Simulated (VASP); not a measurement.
CaC2 (space group C2/m): computed properties

The numbers are results of r2SCAN meta-GGA, VASP's PBE PAW potentials (set 64) (plane waves; VASP 6.6.1), not measurements.

```yaml
space_group: C2/m (12)
cell: a = 7.1662 Å, b = 3.8289 Å, c = 7.4177 Å, α = 90.00°, β = 107.00°, γ = 90.00°
volume_per_atom: 16.22 Å^3/atom
band gap (over mesh and band path): 2.65 eV
smallest direct gap (over mesh and band path): 3.12 eV
density: 2.19 g/cm³
mean ε∞ (independent particles): 4.06
```

CaC₂ is taken in the monoclinic space group C2/m (No. 12), Pearson symbol mS12. Conventional cell: a = 7.1662 Å, b = 3.8289 Å, c = 7.4177 Å, α = 90.00°, β = 107.00°, γ = 90.00°. Ca on 4i is surrounded by 7 C at 2.571–2.774 Å and 2 C at 2.921 Å. C1 on 4i is surrounded by 1 C at 1.251 Å and 2 Ca at 2.608 Å and 2 Ca at 2.748–2.774 Å. C2 on 4i has 1 C at 1.253 Å and 1 Ca at 2.571 Å and 2 Ca at 2.715 Å and 2 Ca at 2.921 Å. (Neighbours: up to the widest gap in distance over summed covalent radii, below 1.35, at either atom; cation-cation and far metal-metal contacts left out.)
(The calculation used a cell of 6 atoms; values per cell refer to that cell.)

The structure comes from a computed database's CaC2 entry (C2/m); how it stands against other phases isn't given here. It was relaxed first. Symmetry was kept, so distortions that lower it aren't found.
